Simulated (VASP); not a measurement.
VASP ran on this input.

**KPOINTS**
```
Automatic mesh
0
Gamma
12 12 12
0 0 0
```

### INCAR
```
# general
SYSTEM = Na
PREC   = Accurate
ENCUT  = 480
LREAL  = .FALSE.
LASPH  = .TRUE.

# electronic loop
EDIFF  = 1E-7   # SCF stop (eV)
NELM   = 100   # most electronic steps
ALGO   = Normal   # blocked Davidson

# smearing
ISMEAR = 1
SIGMA  = 0.1

# functional
GGA    = PS

# ions
ISIF   = 2

# output
LWAVE  = .FALSE.
LCHARG = .FALSE.
```

POSCAR:
```
Na
1
   -2.0990865402     2.0990865402     2.0680655568
    2.0990865402    -2.0990865402     2.0680655568
    2.0990865402     2.0990865402    -2.0680655568
Na
1
Direct
  0.0000000000   0.0000000000   0.0000000000
```

POTCAR, in this order: Na_pv (PBE.64 set). Program: vasp_std.

Write an equivalent input for Quantum ESPRESSO's pw.x.

One equivalent input (not run):
```
&CONTROL
  calculation = 'scf'
  pseudo_dir = './pseudo'
  outdir = './out'
  tprnfor = .true.
  tstress = .true.
/
&SYSTEM
  ibrav = 0
  nat = 1
  ntyp = 1
  ecutwfc = 88
  occupations = 'smearing'
  smearing = 'methfessel-paxton'
  degauss = 0.00735
  input_dft = 'pbesol'
/
&ELECTRONS
  conv_thr = 7.3e-09
  electron_maxstep = 100
/
ATOMIC_SPECIES
  Na 22.990 Na.upf
CELL_PARAMETERS angstrom
    -2.0990865    2.0990865    2.0680656
     2.0990865   -2.0990865    2.0680656
     2.0990865    2.0990865   -2.0680656
ATOMIC_POSITIONS crystal
  Na   0.0000000  0.0000000  0.0000000
K_POINTS automatic
  12 12 12 0 0 0
```
What does not carry over: the potentials are each code's own (VASP's PAW set, PseudoDojo norm-conserving files in pw.x), so ENCUT and ecutwfc are chosen apart and not converted; conv_thr bounds pw.x's estimated SCF error, while EDIFF bounds the energy change between steps.

The compound is Na in the bcc structure. This cell was strained or had an atom moved on purpose.
